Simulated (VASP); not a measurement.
Input:

```
CELL_PARAMETERS angstrom
      0.00000     2.75340     2.75340
      2.75340     0.00000     2.75340
      2.75340     2.75340     0.00000
ATOMIC_POSITIONS crystal
  Al 0.00000 0.00000 0.00000
  P  0.25000 0.25000 0.25000
```

Computed with PBE GGA, VASP's PBE PAW potentials (set 64) (plane waves; VASP). Run with 400 eV cut-off, 9×9×9 Γ-centred mesh, tetrahedra with Blöchl corrections, potentials Al P.

Estimate the energy per atom (σ→0).

The energy per atom (σ→0) comes out as -5188 meV/atom.

The structure was generated: AlP was put into the zinc blende type (F-43m), which need not be its known phase. It was relaxed first, which changed the volume by +14 %.
